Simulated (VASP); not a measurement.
A convergence study with VASP on Hf (space group no. 194 when undisturbed): a few settings are varied, all else stays as given below, so the limit is that of these other settings. One atom is moved off its site, so that forces are finite.

```
Hf
1.0
    1.60298    -2.77643     0.00000
    1.60298     2.77643     0.00000
    0.00000     0.00000     5.07525
Hf
2
Direct
  0.33333   0.66667   0.25985
  0.66667   0.33333   0.75000
```

Calculation: PBE GGA, VASP's PBE PAW potentials (set 64) (plane waves; VASP). The last row used: 300 eV cut-off, 21×21×12 Γ-centred mesh shifted by (0.5, 0.5, 0.5), Fermi-Dirac smearing of 0.10 eV, potentials Hf_pv.

| setting | E (eV/atom) | pressure (GPa) | largest force (eV/Å) | irreducible k-points |
|---|---|---|---|---|
| 2×2×1 mesh | -9.3364 | 6.37 | 0.014 | 2 |
| 2×2×2 mesh | -9.7038 | 2.86 | 0.152 | 3 |
| 3×3×2 mesh | -9.9470 | -1.22 | 0.168 | 6 |
| 4×4×2 mesh | -9.9699 | -0.92 | 0.172 | 10 |
| 4×4×3 mesh | -9.9283 | -1.17 | 0.151 | 16 |
| 5×5×3 mesh | -9.9217 | -1.00 | 0.149 | 24 |
| 6×6×3 mesh | -9.9278 | -1.21 | 0.165 | 33 |
| 6×6×4 mesh | -9.9220 | -0.87 | 0.165 | 42 |
| 7×7×4 mesh | -9.9157 | -0.88 | 0.171 | 56 |
| 8×8×4 mesh | -9.9161 | -0.81 | 0.165 | 72 |
| 8×8×5 mesh | -9.9185 | -0.84 | 0.177 | 92 |
| 9×9×5 mesh | -9.9186 | -0.84 | 0.172 | 115 |
| 10×10×6 mesh | -9.9184 | -0.85 | 0.166 | 165 |
| 11×11×6 mesh | -9.9183 | -0.87 | 0.168 | 198 |
| 12×12×7 mesh | -9.9188 | -0.87 | 0.171 | 276 |
| 14×14×8 mesh | -9.9187 | -0.87 | 0.170 | 420 |
| 15×15×9 mesh | -9.9186 | -0.86 | 0.170 | 544 |
| 17×17×9 mesh | -9.9186 | -0.86 | 0.170 | 693 |
| 19×19×10 mesh | -9.9186 | -0.87 | 0.170 | 950 |
| 21×21×12 mesh | -9.9186 | -0.86 | 0.170 | 1386 |

Left out are rungs that failed or repeat a setting and relaxations that didn't move; long series are thinned to 24 rows.

The structure is a typed Hf crystal (space group no. 194). The cell was not relaxed at this level, it is distorted from the ideal structure.
